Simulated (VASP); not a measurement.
Here is the system:

```
CELL_PARAMETERS angstrom
      1.57080    -2.72071     0.00000
      1.57080     2.72071     0.00000
      0.00000     0.00000     5.15100
ATOMIC_POSITIONS crystal
  Si 0.66667 0.33333 0.50000
  Si 0.33333 0.66667 0.00000
  C  0.66667 0.33333 0.87500
  C  0.33333 0.66667 0.37500
```

These are PBE GGA, VASP's PBE PAW potentials (set 64) (plane waves; VASP) values and carry that method's errors. Run with 520 eV cut-off, 13×13×7 Γ-centred mesh, Gaussian smearing of 0.050 eV, potentials Si C.

**Question.** Give the stress tensor in GPa (positive for a compressed cell).

**Answer.** 
```
-9.47   0.00   0.00
 0.00  -9.47   0.00
 0.00   0.00  -8.50
```
The pressure is its mean diagonal, -9.15 GPa.

The compound is SiC in the wurtzite structure, the rare 2H polytype. The cell was not relaxed at this level. The run is one of a series of settings (KPOINTS 13×13×7 Γ-centred mesh against the base run), some of them coarse on purpose.
